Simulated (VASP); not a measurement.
All values below come from LDA (Ceperley-Alder, Perdew-Zunger), VASP's LDA PAW potentials (set 64) (plane waves; VASP 6.6.1).

VASP ran on this input.

KPOINTS:
```
Automatic mesh
0
G
11 11 11
0 0 0
```

### INCAR
```
SYSTEM = HgTe
PREC = Accurate; ENCUT = 520; LREAL = F
LASPH = T
EDIFF = 1E-7; NELM = 100; ALGO = Normal
LMAXMIX = 6
ISMEAR = -5
ISIF = 2
LWAVE = F; LCHARG = T; LORBIT = 11
NEDOS = 601
```

POSCAR:
```
HgTe
1
    0.0000000000     3.2242051384     3.2242051384
    3.2242051384     0.0000000000     3.2242051384
    3.2242051384     3.2242051384     0.0000000000
Hg Te
1 1
Direct
  0.0000000000   0.0000000000   0.0000000000
  0.2500000000   0.2500000000   0.2500000000
```

POTCAR, in this order: Hg Te (LDA.64 set). Program: vasp_std.

The run wrote:

### OUTCAR
```
 ion  position               nearest neighbor table
   1  0.000  0.000  0.000-   2 2.79   2 2.79   2 2.79   2 2.79
   2  0.250  0.250  0.250-   1 2.79   1 2.79   1 2.79   1 2.79
  LATTYP: Found a face centered cubic cell.
 ALAT       =     6.4484102768
 Subroutine PRICEL returns:
 Original cell was already a primitive cell.
 Subroutine GETGRP returns: Found 24 space group operations
The static configuration has the point symmetry T_d .
The dynamic configuration has the point symmetry T_d .
 Subroutine INISYM returns: Found 24 space group operations
 Subroutine IBZKPT returns following result:
 Found     56 irreducible k-points:

 Following reciprocal coordinates:
            Coordinates               Weight
  0.000000  0.000000  0.000000      1.000000
  0.090909  0.000000  0.000000      8.000000
  0.181818  0.000000  0.000000      8.000000
  0.272727  0.000000  0.000000      8.000000
  0.363636  0.000000  0.000000      8.000000
  0.454545  0.000000  0.000000      8.000000
  0.090909  0.090909  0.000000      6.000000
  0.181818  0.090909  0.000000     24.000000
  0.272727  0.090909  0.000000     24.000000
  0.363636  0.090909  0.000000     24.000000
  0.454545  0.090909  0.000000     24.000000
 -0.454545  0.090909  0.000000     24.000000
 -0.363636  0.090909  0.000000     24.000000
 -0.272727  0.090909  0.000000     24.000000
 -0.181818  0.090909  0.000000     24.000000
 -0.090909  0.090909  0.000000     12.000000
  0.181818  0.181818  0.000000      6.000000
  0.272727  0.181818  0.000000     24.000000
  0.363636  0.181818  0.000000     24.000000
  0.454545  0.181818  0.000000     24.000000
 -0.454545  0.181818  0.000000     24.000000
 -0.363636  0.181818  0.000000     24.000000
 -0.272727  0.181818  0.000000     24.000000
 -0.181818  0.181818  0.000000     12.000000
...
```

File OSZICAR:
```
       N       E                     dE             d eps       ncg     rms          rms(c)
DAV:   1     0.108982210055E+03    0.10898E+03   -0.81487E+03  1456   0.120E+03
DAV:   2    -0.587764090652E+00   -0.10957E+03   -0.10478E+03  1606   0.269E+02
DAV:   3    -0.522050194700E+01   -0.46327E+01   -0.46108E+01  1801   0.573E+01
DAV:   4    -0.526822131997E+01   -0.47719E-01   -0.47712E-01  1993   0.535E+00
DAV:   5    -0.526846567424E+01   -0.24435E-03   -0.24435E-03  1761   0.322E-01    0.808E+00
DAV:   6    -0.505536886840E+01    0.21310E+00   -0.50785E-01  1661   0.108E+01    0.635E+00
DAV:   7    -0.504169810729E+01    0.13671E-01   -0.10753E-01  1631   0.264E+00    0.221E+00
DAV:   8    -0.503895095809E+01    0.27471E-02   -0.11861E-02  1506   0.151E+00    0.600E-01
DAV:   9    -0.503859776824E+01    0.35319E-03   -0.82845E-04  1666   0.351E-01    0.145E-01
DAV:  10    -0.503858959584E+01    0.81724E-05   -0.72292E-05  1661   0.886E-02    0.567E-02
DAV:  11    -0.503859132424E+01   -0.17284E-05   -0.20138E-05  1686   0.488E-02    0.312E-02
DAV:  12    -0.503859014565E+01    0.11786E-05   -0.35091E-06  1551   0.201E-02    0.142E-02
DAV:  13    -0.503859016055E+01   -0.14906E-07   -0.24264E-07  1571   0.335E-03
   1 F= -.50385902E+01 E0= -.50385902E+01  d E =0.000000E+00
```

File OUTCAR:
```
------------------------ aborting loop because EDIFF is reached ----------------------------------------
  FORCE on cell =-STRESS in cart. coord.  units (eV):
  Direction    XX          YY          ZZ          XY          YZ          ZX
  --------------------------------------------------------------------------------------
  Total       -0.0176182     -0.0176182     -0.0176182     -0.0000000      0.0000000     -0.0000000
  in kB       -0.4210882     -0.4210882     -0.4210882     -0.0000000      0.0000000     -0.0000000
  external PRESSURE =      -0.4210882 kB  Pullay stress =       0.0000000 kB
  volume of cell :       67.03
      direct lattice vectors                 reciprocal lattice vectors
     0.000000000  3.224205138  3.224205138    -0.155076981  0.155076981  0.155076981
     3.224205138  0.000000000  3.224205138     0.155076981 -0.155076981  0.155076981
     3.224205138  3.224205138  0.000000000     0.155076981  0.155076981 -0.155076981
 POSITION                                       TOTAL-FORCE (eV/Angst)
 -----------------------------------------------------------------------------------
      0.00000      0.00000      0.00000        -0.000000     -0.000000     -0.000000
      1.61210      1.61210      1.61210         0.000000      0.000000      0.000000
 -----------------------------------------------------------------------------------
    total drift:                               -0.000000     -0.000000     -0.000000
  FREE ENERGIE OF THE ION-ELECTRON SYSTEM (eV)
  ---------------------------------------------------
  free  energy   TOTEN  =        -5.0385901606 eV

  energy  without entropy=       -5.0385901606  energy(sigma->0) =       -5.03859016

 total charge

# of ion       s       p       d       tot
------------------------------------------
    1        0.758   0.431   9.352  10.540
    2        1.376   1.974   0.036   3.385
--------------------------------------------------
tot          2.134   2.405   9.387  13.926
```
(Selected blocks of OUTCAR.)

For a metal the tetrahedron method with Blöchl corrections gives inexact stress and forces.

The compound is HgTe in the zinc blende structure. It was relaxed first.
